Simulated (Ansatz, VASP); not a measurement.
**Si11H4O2 (dichlorosilane fragment with one ligand changed to OH on HO:Si(111)): VASP beside Ansatz**

Aim: how closely do two programs agree when they are given the same cell, functional and k mesh? The cell is taken from a series of runs on this material, whose earlier steps may have relaxed, scaled, displaced or heated it; both programs get it as it stands.

Calculated with Ansatz 0.2.0; plane waves, with VASP 6.6.1 beside it; single point at r2SCAN with D4.

**1. Set-up**

The cell holds 85 atoms: 55 Si, 20 H and 10 O. Its edges and angles: a = 11.604 Å, b = 11.604 Å, c = 26.701 Å, α = 90.0°, β = 90.0°, γ = 120.0°. It derives from Si (HO:Si(111)). As first built, before any earlier steps moved the atoms (in the runner's words): diamond Si(111), 3 x 3 cells, three bilayers, OH on the upper face and H on the lower (lattice constants typed as starting values near PBE's), lower atoms held; the bound fragment with one more ligand replaced by OH, eased by MACE. Vacuum lies along c.

**2. VASP: single point, r2SCAN with D4**

With cell and atoms fixed, the geometry can't cause a difference; cores, projectors, grids and the points listed under the comparison can.

Lines of VASP's logs that name or quote its potential files are left out, and so is its time.

INCAR reads:

```
SYSTEM = Si11H4O2
PREC = Accurate
ENCUT = 580
EDIFF = 1E-06
NELM = 200
ISMEAR = -1
SIGMA = 0.025
LREAL = Auto
ALGO = All
METAGGA = R2SCAN
IVDW = 13
VDW_S6 = 1
VDW_S8 = 0.6018749
VDW_A1 = 0.51559235
VDW_A2 = 5.77342911
LASPH = .TRUE.
NBANDS = 216
LORBIT = 11
LWAVE = .FALSE.
LCHARG = .FALSE.
ISIF = 2
GGA_COMPAT = .FALSE.
EFERMI = MIDGAP
LMIXTAU = .TRUE.
NCORE = 2
ISEARCH = 1
```

POSCAR reads:

```
Si11H4O2
1.0
   11.6036200000      0.0000000000      0.0000000000
   -5.8018100000     10.0490300000      0.0000000000
    0.0000000000      0.0000000000     26.7011300000
Si H O
55 20 10
Direct
    0.0000000000      0.0000000000      0.0928800000
    0.2222200000      0.1111100000      0.1224500000
    0.2223600000      0.1106500000      0.2101800000
    0.1113700000      0.2221700000      0.2379900000
    0.1116700000      0.2210200000      0.3258100000
    0.9994700000      0.9985800000      0.3543100000
    0.0000000000      0.3333300000      0.0928800000
    0.2222200000      0.4444400000      0.1224500000
    0.2220200000      0.4441000000      0.2095200000
    0.1110700000      0.5555900000      0.2370600000
    0.1111900000      0.5544400000      0.3244000000
    0.0002300000      0.3320100000      0.3528900000
    0.0000000000      0.6666700000      0.0928800000
    0.2222200000      0.7777800000      0.1224500000
    0.2221400000      0.7782900000      0.2098900000
    0.1106300000      0.8884700000      0.2391700000
    0.1105400000      0.8866200000      0.3276100000
    0.9992700000      0.6621400000      0.3546800000
    0.3333300000      0.0000000000      0.0928800000
    0.5555600000      0.1111100000      0.1224500000
    0.5548100000      0.1108400000      0.2097900000
    0.4445700000      0.2222600000      0.2389900000
    0.4456700000      0.2214500000      0.3273500000
    0.3339700000      0.9981700000      0.3549700000
    0.3333300000      0.3333300000      0.0928800000
    0.5555600000      0.4444400000      0.1224500000
    0.5552100000      0.4439700000      0.2098300000
    0.4442500000      0.5556800000      0.2373000000
    0.4434600000      0.5540500000      0.3248500000
    0.3342000000      0.3328000000      0.3542100000
    0.3333300000      0.6666700000      0.0928800000
    0.5555600000      0.7777800000      0.1224500000
    0.5551100000      0.7781500000      0.2096300000
    0.4441500000      0.8889000000      0.2385200000
    0.4449900000      0.8876800000      0.3266300000
    0.3324400000      0.6639300000      0.3537600000
    0.6666700000      0.0000000000      0.0928800000
    0.8888900000      0.1111100000      0.1224500000
    0.8895600000      0.1114700000      0.2093700000
    0.7777100000      0.2220600000      0.2365500000
    0.7785400000      0.2210800000      0.3236500000
    0.6689600000      0.0004100000      0.3535000000
    0.6666700000      0.3333300000      0.0928800000
    0.8888900000      0.4444400000      0.1224500000
    0.8887500000      0.4446500000      0.2094000000
    0.7775700000      0.5553700000      0.2377600000
    0.7775400000      0.5542500000      0.3255800000
    0.6702000000      0.3318100000      0.3541300000
    0.6666700000      0.6666700000      0.0928800000
    0.8888900000      0.7777800000      0.1224500000
    0.8891000000      0.7778700000      0.2098300000
    0.7777100000      0.8893300000      0.2370400000
    0.7786400000      0.8893200000      0.3244400000
    0.6663100000      0.6671200000      0.3515900000
    0.6688900000      0.6420000000      0.4725800000
    0.0000000000      0.0000000000      0.0374500000
    0.9519900000      0.0326300000      0.4331400000
    0.0000000000      0.3333300000      0.0374500000
    0.9577000000      0.3675800000      0.4319400000
    0.0000000000      0.6666700000      0.0374500000
    0.9265500000      0.6354500000      0.4360900000
    0.3333300000      0.0000000000      0.0374500000
    0.2982900000      0.0319300000      0.4358100000
    0.3333300000      0.3333300000      0.0374500000
    0.2996200000      0.3776900000      0.4334600000
    0.3333300000      0.6666700000      0.0374500000
    0.2841500000      0.6865400000      0.4340800000
    0.6666700000      0.0000000000      0.0374500000
    0.6504100000      0.0544000000      0.4333100000
    0.6666700000      0.3333300000      0.0374500000
    0.6940100000      0.3996600000      0.4360300000
    0.6666700000      0.6666700000      0.0374500000
    0.7741300000      0.5403600000      0.5087900000
    0.7399900000      0.7669800000      0.5023200000
    0.5322800000      0.5524100000      0.4921000000
    0.9998900000      0.9933600000      0.4174300000
    0.0034300000      0.3262700000      0.4160600000
    0.0031400000      0.6449200000      0.4172500000
    0.3414200000      0.9908400000      0.4179400000
    0.3407600000      0.3320700000      0.4173400000
    0.3330200000      0.6507900000      0.4166800000
    0.6832200000      0.0022700000      0.4164100000
    0.6882500000      0.3254400000      0.4165500000
    0.6685100000      0.6744900000      0.4140800000
    0.7567200000      0.5613300000      0.4754600000
```

KPOINTS reads:

```
Automatic mesh
0
Gamma
1 1 1
0 0 0
```

Potentials, in the order of the species: Si, H and O (PBE family, release 64).

The run is started by

```sh
$ mpirun -np 8 vasp_gam
```

Numbers of over 12 decimals in the logs are rounded to 6 here.

The program printed:

```text
[banner, memory and clock lines left out]
running    8 mpi-ranks, on    1 nodes
[...]
|                                                                             |
|               ----> ADVICE to this user running VASP <----                  |
|                                                                             |
|     You enforced a specific xc type in the INCAR file but a different       |
|     [... a line on the potential file left out ...]
|     I HOPE YOU KNOW WHAT YOU ARE DOING!                                     |
|                                                                             |

 LDA part: xc-table for (None), standard interpolation
 POSCAR, INCAR and KPOINTS ok, starting setup
[...]
entering main loop
       N       E                     dE             d eps       ncg     rms           ort
DAV:   1     0.191626982552E+04    0.19163E+04   -0.14308E+05   216   0.130E+03
DAV:   2    -0.391309098626E+03   -0.23076E+04   -0.21817E+04   216   0.236E+02
[...]
gam= 0.230 trial= 0.514  step=  0.4746 mean=  0.5136
  final corrected         step=  0.5051 harm=  0.6869 4th-ord=  0.5051
  steps along line     -0.51363E-04   0.51363E-04   0.51363E+00   0.47457E+00   0.47467E+00
  energies along line   0.68990E-09  -0.68990E-09  -0.31659E-05  -0.31049E-05  -0.31053E-05
 trl  18    -0.633722279481E+03   -0.31051E-05   -0.31720E-05   216   0.134E-04   0.415E-05
SDA:  19    -0.633722279530E+03   -0.31540E-05   -0.31720E-05   216   0.291E-05   0.356E-05
 gam= 0.000 g(H,U,f)=  0.265E-05 0.262E-06 0.316E-17 ort(H,U,f) = 0.314E-05 0.418E-06 0.747E-17
 gam= 0.000 trial= 0.510  step=  0.4331 mean=  0.5097
  final corrected         step=  0.4893 harm=  0.9095 4th-ord=  0.4893
  steps along line     -0.50973E-04   0.50973E-04   0.50973E+00   0.43309E+00   0.43319E+00
  energies along line   0.14819E-09  -0.14819E-09  -0.60994E-06  -0.57018E-06  -0.57033E-06
 trl  20    -0.633722280100E+03   -0.57025E-06   -0.61836E-06   216   0.291E-05   0.152E-05
SDA:  21    -0.633722280130E+03   -0.60002E-06   -0.61836E-06   216   0.961E-06   0.134E-05
 gam= 0.000 g(H,U,f)=  0.823E-06 0.138E-06 0.211E-17 ort(H,U,f) = 0.117E-05 0.171E-06 0.258E-17
 gam= 0.000 trial= 0.502  step=  0.2973 mean=  0.5021
 final diagonalization occupied
   1 F= -.63940245E+03 E0= -.63940245E+03  d E =-.493297E-10
```

Parts of OUTCAR (step 2):

```text
  FREE ENERGIE OF THE ION-ELECTRON SYSTEM (eV)
  ---------------------------------------------------
  free  energy   TOTEN  =      -639.4024533006 eV

  energy  without entropy=     -639.4024533005  energy(sigma->0) =     -639.40245330
```

[end of part 1 of 2]

[Lines on the potential files, build, host, timing and source positions are cut from VASP's logs without a mark.]

[Logs are printed without paths, hosts, clocks, repeated set-up lines and the standing remarks that a program may print on its own settings, such as how far it seeks lower states.]

[Hosts, paths, dates, database ids (printed as entryN), source tags and the programs' standing remarks are cut or masked in the printed files.]
